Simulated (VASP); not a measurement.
```yaml
crystal:
  lattice:
    - [0.00000, 2.93675, 2.93675]
    - [2.93675, 0.00000, 2.93675]
    - [2.93675, 2.93675, 0.00000]
  atoms:
    - { symbol: Cd, position: [0.00000, 0.00000, 0.00000] }
    - { symbol: S, position: [0.25000, 0.25000, 0.25000] }
```

These are r2SCAN meta-GGA, VASP's PBE PAW potentials (set 64) (plane waves; VASP) values and carry that method's errors. Settings: 400 eV cut-off, 7×7×7 Γ-centred mesh, Gaussian smearing of 0.050 eV, potentials Cd S.

Question: Estimate the energy per atom (σ→0), band gap (on the k-mesh) with the smallest direct gap where there is one.

Answer: 
| Item | Result |
|---|---|
| band gap (on the k-mesh) | 1.54 eV |
| smallest direct gap (on the k-mesh) | 1.54 eV |
| energy per atom (σ→0) | -14.842 eV/atom |

The compound is CdS in the zinc blende structure, a metastable form; wurtzite is the usual one. It was relaxed first. The start is the result of an earlier pass.
